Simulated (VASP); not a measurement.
A run of VASP 6.6.1 is set up as follows.

The input INCAR:

```
ALGO = Normal ; EDIFF = 1E-7
EDIFFG = -0.002 ; ENCUT = 900
GGA = PE ; IBRION = 2
ISIF = 3 ; ISMEAR = 0
LASPH = T ; LCHARG = F
LREAL = F ; LWAVE = F
NELM = 100 ; NSW = 80
PREC = Accurate ; SIGMA = 0.02
```

File KPOINTS:

```
k-points
0
Gamma
  12 12 6
```

The input POSCAR:

```
GaN                                     
1.0
    3.2175589148     -0.0000000000      0.0000000000
   -1.6087794574      2.7864877542      0.0000000000
    0.0000000000      0.0000000000      5.2423194375
  Ga              N             
     2     2
Direct
     0.3333333300000021    0.6666666699999979    0.9991461487567272
     0.6666666699999979    0.3333333300000021    0.4991461487567274
     0.3333333300000021    0.6666666699999979    0.3758538512432726
     0.6666666699999979    0.3333333300000021    0.8758538512432728
```

Potentials or basis: VASP PAW PBE potentials, release 64 (Ga_h, N_h).

Launch:

```bash
$ cat potpaw_PBE.64/Ga_h/POTCAR potpaw_PBE.64/N_h/POTCAR > POTCAR
$ mpirun -np 1 vasp_std > vasp.out
```

Task: Predict the relaxed volume.

Result: 11.76 Å³/atom.

Task: Estimate the relaxed cell.

Result: a = 3.219 Å, b = 3.219 Å, c = 5.244 Å, α = 90.00°, β = 90.00°, γ = 120.00°.

Task: Estimate the band gap on the k mesh.

Result: 1.71 eV, direct.

Final structure:
```
Ga N
1.0
     3.21854    0.00000    0.00000
    -1.60927    2.78734    0.00000
     0.00000    0.00000    5.24365
Ga N
2 2
Direct
  0.33333 0.66667 0.99916
  0.66667 0.33333 0.49915
  0.33333 0.66667 0.37584
  0.66667 0.33333 0.87585
```

Caveat: the cutoff is under 1.25 times the usual one of these potentials, so pressure, stress and relaxed cells hold a basis-set (Pulay) error.
